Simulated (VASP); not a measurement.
Energy against volume of CaF$_{2}$ (fluorite). Level of theory: AM05 GGA, VASP's PBE PAW potentials (set 64) (plane waves; VASP). Settings: 520 eV cut-off, 7×7×7 Γ-centred mesh, Gaussian smearing of 0.050 eV, potentials Ca_sv F.

```
V (Å³/atom)  E (eV/atom)
-----------  -----------
12.750          -5.78675
13.157          -5.79794
13.564          -5.80176
13.971          -5.79941
```

### Question
Fit these four points and predict the energy of the run at 14.378 Å³/atom.

### Answer
A cubic in V^(−2/3), the third-order Birch-Murnaghan form, passes through the four points with V0 = 13.60 Å³/atom and B0 = 80 GPa, and gives -5.7919 eV/atom there. The run gave -5.7917 eV/atom, +0.2 meV/atom from the fit; all five points give B0 = 81 GPa.

The compound is CaF2 in the fluorite structure. It was relaxed first.
